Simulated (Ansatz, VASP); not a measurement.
Ti3P2: VASP beside Ansatz

```
Ti P
1.0
     4.49677    0.00000    0.00000
     0.00000    4.49677    0.00000
     0.00000    0.00000    4.49677
Ti P
3 2
Direct
  0.00000 0.50000 0.50000
  0.50000 0.00000 0.50000
  0.50000 0.50000 0.00000
  0.00000 0.00000 0.00000
  0.50000 0.50000 0.50000
```

Alike in both runs: functional PBE; k mesh 4 × 4 × 4; occupations gaussian, width 0.1 eV; no spin polarisation.

Ansatz relaxed the structure, and its values are those at the end. VASP's run is a single point on that final structure, the one shown.

```csv
,VASP,Ansatz
version,VASP 6.6.1,Ansatz 0.2.0
potentials or method,"VASP PAW PBE potentials, release 64 (Ti_sv, P)","scalar-relativistic, plane waves, PAW"
plane-wave cutoff (eV),520,420
valence electrons in the cell,46,46
```

```tsv
	VASP	Ansatz	Ansatz less VASP
gap on the k mesh at the Fermi level (eV)	none	none	-
pressure (GPa)	0.1	0.2	+0.03
```

A gap of «none» marks a metal or a gap that the smearing closes.
